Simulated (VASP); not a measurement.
# MnS (Rambergite): structure and properties in VASP, part 8 of 8

What structure does MnS (Rambergite) take at this level, and what are its properties? The start is a cell from a database of measured crystal structures.

VASP 6.6.1, plane waves and PAW; the level of theory is named at each step.

Still holding for the runs below: The magnetic order is the lowest of the few collinear ones that converged above; longer or canted patterns were not tried. The cell is doubled for it, so bands and modes from the zone boundary of the chemical cell fold onto Γ and the labels are those of the larger cell.

So far. Step 12 (Density of states (r2SCAN)): The gap on this mesh is 2.42 eV. In the top eV of the valence band the largest shares in the PAW spheres are Mn d 49 % and S p 22 %; in the lowest eV of the conduction band, Mn d 72 %. The rest lies in smaller channels or between the spheres. The relaxed cell has a, b, c = 3.932, 6.736, 6.423 Å (conventional setting).

The database entry behind the starting cell differs from later determinations by our own check (about 0.3 % short against later determinations), so it need not match the best structure at ambient conditions.

**14. Independent-particle dielectric function (r2SCAN)**

Level of this step: r2SCAN, spin-polarised from an antiferromagnetic start; plane waves and PAW (Mn_pv, S) (VASP).

LOPTICS sums transitions from filled to empty bands. The mesh is finer than in the run before. NBANDS is raised for it.

The input, INCAR:

```
SYSTEM = MnS
PREC = Accurate
ENCUT = 400
EDIFF = 1E-06
NELM = 100
ISMEAR = 0
SIGMA = 0.05
LREAL = .FALSE.
ALGO = Normal
METAGGA = R2SCAN
LASPH = .TRUE.
NBANDS = 102
ISPIN = 2
MAGMOM = 4.287 -4.287 4.287 -4.287 -0.002 0.002 -0.002 0.002
LMAXMIX = 4
LORBIT = 11
LWAVE = .FALSE.
LCHARG = .FALSE.
KPAR = 8
LOPTICS = .TRUE.
NEDOS = 1500
CSHIFT = 0.1
```

The input, POSCAR:

```
MnS
1.0
    7.7992791192      0.0373804432      0.0000000000
    1.9660059865      3.4052222566      0.0000000000
    0.0000000000      0.0000000000      6.4234213796
Mn S
4 4
Direct
    0.8323392512      0.6676607488      0.0056383006
    0.3323392512      0.6676607488      0.0056383006
    0.1676607488      0.3323392512      0.5056383006
    0.6676607488      0.3323392512      0.5056383006
    0.8334347064      0.6665652936      0.3793616994
    0.3334347064      0.6665652936      0.3793616994
    0.1665652936      0.3334347064      0.8793616994
    0.6665652936      0.3334347064      0.8793616994
```

The input, KPOINTS:

```
Automatic mesh
0
Gamma
8 8 4
0 0 0
```

PAW data sets: Mn_pv and S (PBE family, release 64).

On the command line:

```console
$ mpirun -np 8 vasp_std
```

Log:

```text
[... set-up lines as in an earlier step ...]
 entering main loop
       N       E                     dE             d eps       ncg     rms          rms(c)
DAV:   1     0.724980613270E+03    0.72498E+03   -0.30399E+04 31768   0.662E+02
DAV:   2    -0.421059944102E+02   -0.76709E+03   -0.70013E+03 30864   0.234E+02
DAV:   3    -0.116849240080E+03   -0.74743E+02   -0.71358E+02 34536   0.845E+01
DAV:   4    -0.118587362527E+03   -0.17381E+01   -0.17303E+01 34722   0.127E+01
DAV:   5    -0.118606991792E+03   -0.19629E-01   -0.19625E-01 34938   0.138E+00    0.218E+01
DAV:   6    -0.998763236822E+02    0.18731E+02   -0.19994E+01 33422   0.295E+01    0.271E+01
DAV:   7    -0.100372645855E+03   -0.49632E+00   -0.27323E+00 34148   0.766E+00    0.156E+01
DAV:   8    -0.100266503323E+03    0.10614E+00   -0.27563E-01 35636   0.364E+00    0.951E+00
DAV:   9    -0.100285713477E+03   -0.19210E-01   -0.25183E-01 33880   0.219E+00    0.214E+00
DAV:  10    -0.100273541934E+03    0.12172E-01   -0.62730E-02 33280   0.146E+00    0.584E-01
DAV:  11    -0.100275360723E+03   -0.18188E-02   -0.37426E-03 34664   0.248E-01    0.221E-01
DAV:  12    -0.100276485464E+03   -0.11247E-02   -0.63517E-04 34728   0.960E-02    0.197E-01
DAV:  13    -0.100276391127E+03    0.94337E-04   -0.62540E-05 36736   0.284E-02    0.109E-01
DAV:  14    -0.100276709720E+03   -0.31859E-03   -0.51425E-05 32568   0.314E-02    0.489E-02
DAV:  15    -0.100276747214E+03   -0.37494E-04   -0.11088E-05 34136   0.163E-02    0.916E-03
DAV:  16    -0.100276728327E+03    0.18887E-04   -0.23767E-06 34696   0.458E-03    0.610E-03
DAV:  17    -0.100276725393E+03    0.29340E-05   -0.63495E-08 19528   0.966E-04    0.475E-03
DAV:  18    -0.100276720292E+03    0.51015E-05   -0.11679E-07 22560   0.995E-04    0.700E-04
DAV:  19    -0.100276720643E+03   -0.35147E-06   -0.57308E-09 18096   0.287E-04
   1 F= -.10027672E+03 E0= -.10027672E+03  d E =-.880988E-11  mag=     0.0000
 optical routines
 imaginary and real dielectric function
 direction            1
 direction            2
 direction            3
```

It took 13 min on 8 MPI ranks of AMD EPYC 9R45, shared host; peak memory 18 GiB.

OUTCAR, selected parts (step 14):

```text
   k-points           NKPTS =     75   k-points in BZ     NKDIM =     75   number of bands    NBANDS=    102

   NELECT =      76.0000    total number of electrons

 E-fermi :   3.7399

 spin component 1
 k-point     1 :       0.0000    0.0000    0.0000
  band No.  band energies     occupation
    ...
     34       2.9191      1.00000
     35       3.1869      1.00000
     36       3.1994      1.00000
     37       3.4559      1.00000
     38       3.4854      1.00000
     39       5.9480      0.00000
     40       6.4339      0.00000
     41       6.4685      0.00000
     42       6.6774      0.00000
     43       6.7299      0.00000
    ...

 k-point     2 :       0.1250    0.0000    0.0000
  band No.  band energies     occupation
    ...
     34       2.8409      1.00000
     35       3.1688      1.00000
     36       3.2280      1.00000
     37       3.4208      1.00000
     38       3.5066      1.00000
     39       5.9814      0.00000
     40       6.4653      0.00000
     41       6.4659      0.00000
     42       6.6699      0.00000
     43       6.7620      0.00000
    ...

  Total       -0.0153803      0.0123413     -0.0321160      0.0240076      0.0000000      0.0000000
  in kB       -0.1448483      0.1162274     -0.3024611      0.2260982      0.0000000      0.0000000
  external PRESSURE =      -0.1103607 kB  Pullay stress =       0.0000000 kB

 POSITION                                       TOTAL-FORCE (eV/Angst)
 -----------------------------------------------------------------------------------
      7.80427      2.30465      0.03622        -0.005218      0.003013      0.007310
      3.90463      2.28596      0.03622        -0.005218      0.003013      0.007310
      1.96101      1.13796      3.24793         0.005218     -0.003013      0.007310
      5.86065      1.15665      3.24793         0.005218     -0.003013      0.007310
      7.81066      2.30096      2.43680         0.002576     -0.001487     -0.007310
      3.91102      2.28227      2.43680         0.002576     -0.001487     -0.007310
      1.95462      1.14165      5.64851        -0.002576      0.001487     -0.007310
      5.85426      1.16034      5.64851        -0.002576      0.001487     -0.007310
 -----------------------------------------------------------------------------------
    total drift:                               -0.000000     -0.000001      0.090068

  FREE ENERGIE OF THE ION-ELECTRON SYSTEM (eV)
  ---------------------------------------------------
  free  energy   TOTEN  =      -100.2767206434 eV

  energy  without entropy=     -100.2767206434  energy(sigma->0) =     -100.27672064

 plasma frequency squared (from intraband transitions) (eV^2)
  --------------------------------------------------------------------------------------
       0.000      -0.000       0.000
      -0.000       0.000      -0.000
       0.000      -0.000       0.000

[... 9 parts as in an earlier step ...]

[... 8 further parts left out ...]
```

These are independent-particle spectra without excitons or local fields, and fine structure depends on the mesh and on CSHIFT.

This step gave:

| Quantity | Value |
| --- | --- |
| SCF cycles | 19 |
| bands | 102 |
| irreducible k-points | 75 |
| free energy (TOTEN) | -100.2767 eV |
| Fermi energy | 3.740 eV |
| pressure | -0.01104 GPa |

The imaginary dielectric function has structure finer than the step of the table below, so its rows give means over 1 eV, whole bins alone (the curve runs from 0 to 25.0 eV). Peaks (eV: height): xx 4.2: 8.24, 8.8: 5.91; yy 3.3: 7.08, 6.9: 5.45, 8.7: 5.95; zz 3.2: 8.43, 4.0: 7.69, 6.5: 5.73, 8.7: 5.81.

The imaginary dielectric function by photon energy; means over each step:

```
photon energy (eV)      xx      yy      zz
                 1  0.0562  0.0503  0.0567
                 2   0.240   0.215   0.233
                 3    4.47    3.74    4.83
                 4    7.29    6.42    6.58
                 5    3.40    3.73    3.29
                 6    4.42    4.81    4.99
                 7    4.77    5.17    5.17
                 8    4.80    4.78    5.15
                 9    5.55    5.58    5.11
                10    3.95    3.96    3.70
                11    3.09    3.04    3.19
                12    2.26    2.25    2.37
                13    1.61    1.63    1.50
                14    1.18    1.19    1.09
                15   0.920   0.938   0.930
                16   0.792   0.756   0.851
                17   0.713   0.708   0.770
                18   0.632   0.633   0.548
                19   0.488   0.488   0.487
                20   0.390   0.388   0.390
                21   0.336   0.335   0.318
                22   0.256   0.255   0.261
                23   0.220   0.217   0.216
                24   0.193   0.188   0.182
```

The real dielectric function by photon energy:

```
photon energy (eV)       xx       yy       zz
                 0     6.21     6.03     6.24
                 1     6.46     6.25     6.49
                 2     7.53     7.20     7.57
                 3     11.1     10.5     12.3
                 4     4.71     4.43     4.34
                 5     2.79     3.74     3.36
                 6     3.33     3.42     4.21
                 7     2.44     2.30     1.73
                 8     2.05     1.75     1.99
                 9    0.538    0.643   -0.253
                10   -0.912    -1.08   -0.458
                11    -1.22    -1.18    -1.14
                12    -1.04    -1.03    -1.21
                13   -0.879   -0.939   -0.968
                14   -0.716   -0.666   -0.662
                15   -0.426   -0.495   -0.339
                16   -0.220   -0.226  -0.0958
                17  -0.0841  -0.0860   -0.216
                18  -0.0796  -0.0849  -0.0918
                19  0.00696   0.0123  0.00981
                20    0.116    0.105    0.120
                21    0.159    0.164    0.162
                22    0.224    0.226    0.229
                23    0.309    0.307    0.303
                24    0.367    0.363    0.366
```

**15. A single point (r2SCAN), changed input**

A single point gives energy, forces and stress at these settings. Some settings are moved from the usual, to see what they do.

The input, INCAR:

```
SYSTEM = MnS
PREC = Medium
ENCUT = 250
EDIFF = 1E-06
NELM = 100
ISMEAR = -1
SIGMA = 0.1
LREAL = .FALSE.
ALGO = Normal
METAGGA = R2SCAN
LASPH = .TRUE.
NBANDS = 51
ISPIN = 2
MAGMOM = 4.287 -4.287 4.287 -4.287 -0.002 0.002 -0.002 0.002
LMAXMIX = 4
LORBIT = 11
LWAVE = .FALSE.
LCHARG = .FALSE.
KPAR = 8
ISIF = 2
```

POSCAR is that of step 14.

The input, KPOINTS:

```
Automatic mesh
0
Gamma
6 6 3
0 0 0
```

On the command line:

```console
$ mpirun -np 8 vasp_std
```

Log:

```text
[... set-up lines as in an earlier step ...]
 entering main loop
       N       E                     dE             d eps       ncg     rms          rms(c)
DAV:   1     0.528039942249E+03    0.52804E+03   -0.30220E+04  7664   0.963E+02
DAV:   2    -0.645831998797E+02   -0.59262E+03   -0.56290E+03  6947   0.337E+02
DAV:   3    -0.116824371179E+03   -0.52241E+02   -0.51383E+02  7849   0.103E+02
DAV:   4    -0.118416079965E+03   -0.15917E+01   -0.15861E+01  7909   0.175E+01
DAV:   5    -0.118443278451E+03   -0.27198E-01   -0.27185E-01  7859   0.256E+00    0.221E+01
DAV:   6    -0.991501733907E+02    0.19293E+02   -0.63366E+01  8210   0.560E+01    0.249E+01
DAV:   7    -0.100048060734E+03   -0.89789E+00   -0.50126E+00  7211   0.147E+01    0.152E+01
DAV:   8    -0.999614927199E+02    0.86568E-01   -0.74586E-01  8388   0.724E+00    0.896E+00
DAV:   9    -0.999812472209E+02   -0.19755E-01   -0.34019E-01  7643   0.355E+00    0.207E+00
DAV:  10    -0.999766663125E+02    0.45809E-02   -0.81835E-02  7712   0.246E+00    0.468E-01
DAV:  11    -0.999791690254E+02   -0.25027E-02   -0.72900E-03  7881   0.408E-01    0.243E-01
DAV:  12    -0.999795554105E+02   -0.38639E-03   -0.13700E-03  8343   0.297E-01    0.135E-01
DAV:  13    -0.999797905885E+02   -0.23518E-03   -0.33049E-04  6925   0.101E-01    0.102E-01
DAV:  14    -0.999798060142E+02   -0.15426E-04   -0.16138E-05  6930   0.198E-02    0.671E-02
DAV:  15    -0.999798374613E+02   -0.31447E-04   -0.36549E-05  7082   0.334E-02    0.156E-02
DAV:  16    -0.999798532140E+02   -0.15753E-04   -0.17407E-06  5192   0.807E-03    0.685E-03
DAV:  17    -0.999798468149E+02    0.63991E-05   -0.20515E-07  3812   0.329E-03    0.639E-03
DAV:  18    -0.999798449192E+02    0.18956E-05   -0.87569E-08  3699   0.133E-03    0.632E-03
DAV:  19    -0.999798449540E+02   -0.34739E-07   -0.17379E-08  3669   0.674E-04
   1 F= -.99979845E+02 E0= -.99979840E+02  d E =-.104047E-04  mag=    -0.0000
```

The job ended after 40 s (8 MPI ranks; peak memory 1.8 GiB).

From OUTCAR (step 15):

```text
   ENCUT  =  250.0 eV  18.37 Ry    4.29 a.u.  10.06  5.07  8.28*2*pi/ulx,y,z

   NELECT =      76.0000    total number of electrons

 E-fermi :   4.6937

 spin component 1
 k-point     1 :       0.0000    0.0000    0.0000
  band No.  band energies     occupation
    ...
     34       2.9073      1.00000
     35       3.1704      1.00000
     36       3.1823      1.00000
     37       3.4367      1.00000
     38       3.4677      1.00000
     39       5.9314      0.00000
     40       6.4138      0.00000
     41       6.4347      0.00000
     42       6.6668      0.00000
     43       6.6999      0.00000
    ...

 k-point     2 :       0.1667    0.0000    0.0000
  band No.  band energies     occupation
    ...
     34       2.7763      1.00000
     35       3.1382      1.00000
     36       3.2229      1.00000
     37       3.3844      1.00000
     38       3.4927      0.99999
     39       5.9904      0.00000
     40       6.4293      0.00000
     41       6.4496      0.00000
     42       6.6577      0.00000
     43       6.7520      0.00000
    ...

  Total       -8.8257795     -8.7670745     -8.8550455      0.0508400      0.0000000      0.0000000
  in kB      -83.1190807    -82.5662112    -83.3947008      0.4787991      0.0000000      0.0000000
  external PRESSURE =     -83.0266642 kB  Pullay stress =       0.0000000 kB

 POSITION                                       TOTAL-FORCE (eV/Angst)
 -----------------------------------------------------------------------------------
      7.80427      2.30465      0.03622         0.006199     -0.003579     -0.049130
      3.90463      2.28596      0.03622         0.006199     -0.003579     -0.049130
      1.96101      1.13796      3.24793        -0.006199      0.003579     -0.049130
      5.86065      1.15665      3.24793        -0.006199      0.003579     -0.049130
      7.81066      2.30096      2.43680        -0.000241      0.000139      0.049130
      3.91102      2.28227      2.43680        -0.000241      0.000139      0.049130
      1.95462      1.14165      5.64851         0.000241     -0.000139      0.049130
      5.85426      1.16034      5.64851         0.000241     -0.000139      0.049130
 -----------------------------------------------------------------------------------
    total drift:                                0.000192     -0.000016     -0.581308

  FREE ENERGIE OF THE ION-ELECTRON SYSTEM (eV)
  ---------------------------------------------------
  free  energy   TOTEN  =       -99.9798449540 eV

  energy  without entropy=      -99.9798345492  energy(sigma->0) =      -99.97983975

 magnetization (x)
# of ion       s       p       d       tot
------------------------------------------
    1        0.027   0.047   4.225   4.299
    2       -0.027  -0.047  -4.225  -4.299
    3        0.027   0.047   4.225   4.299
    4       -0.027  -0.047  -4.225  -4.299
    5       -0.000  -0.001   0.000  -0.002
    6        0.000   0.001   0.000   0.002
    7       -0.000  -0.001   0.000  -0.002
    8        0.000   0.001   0.000   0.002
--------------------------------------------------
tot          0.000   0.000   0.000   0.000

[... 6 parts as in an earlier step ...]

[... 10 further parts left out ...]
```

The run converged; its settings lie outside those of the reference runs, so its numbers are set aside.

Against the sound run on this cell (electric field gradients (r2SCAN)) the energy at zero smearing moves by +37.1 meV an atom and the pressure by -8.29 GPa.

Settings moved from the usual: PREC = Medium, ENCUT = 250, ISMEAR = -1 and SIGMA = 0.1.

The cutoff falls from 400 to 250 eV, which shrinks the basis; the stress suffers most (Pulay stress), and PAW energies need not rise evenly as the basis shrinks. PREC = Medium changes the FFT grids.

**16. Outcome**

```yaml
relaxed_volume: 21.27 Å³/atom
relaxed_conventional_cell_a_b_c: 3.932, 6.736, 6.423 Å
space_group_after_relaxing_within_0p02_a: Cmc2_1 (No. 36)
moment_of_the_cell_8x8x5_mesh: 0 μB
largest_site_moment_8x8x5_mesh: 4.29 μB on Mn1
band_gap: 2.41 eV, indirect (least direct gap of that run 2.46 eV)
gap_among_the_points_of_the_dos_mesh_alone_an_upper_bound: 2.42 eV
largest_field_gradient_vzz: 1.98 V/Å² on Mn1
strongest_peak_of_eps_2_mean_over_directions: 3.34 eV
eps_1_at_zero_frequency_no_local_fields_mean: 6.16
```

**Reading.** With r2SCAN, MnS (Rambergite) relaxes to 21.27 Å³/atom in space group Cmc2_1, has an indirect gap of 2.41 eV and keeps moments of up to 4.29 μB (8×8×5 mesh). Against the listed cell the volume lies -3.4 %, and the symmetry falls from P6_3mc to Cmc2_1, as the imposed magnetic order allows. Of 5 collinear starts at r2SCAN, the lowest ends antiferromagnetic, q = (1/2, 1/2, 0). Band structure (r2SCAN): The path shows an indirect gap of 2.41 eV (valence top at Z, conduction bottom between Z and U). The least direct gap is 2.46 eV. Semilocal functionals usually underestimate gaps. Only a few collinear orders were tried, on the cell as listed. No search among competing phases was made, and a listed structure need not be the one stable at ambient conditions. All values are for a static lattice at zero temperature.

[Lines on the potential files, build, host, timing and source positions are cut from VASP's logs without a mark.]

[Logs are printed without paths, hosts, clocks, repeated set-up lines and the standing remarks that a program may print on its own settings, such as how far it seeks lower states.]

[Hosts, paths, dates, database ids (printed as entryN), source tags and the programs' standing remarks are cut or masked in the printed files.]

[A measured line is paired with the nearest computed mode of its activity, which favours agreement.]

[In band tables of VASP the shares of atoms and orbitals are scaled to a sum of 1 inside the atoms' spheres.]
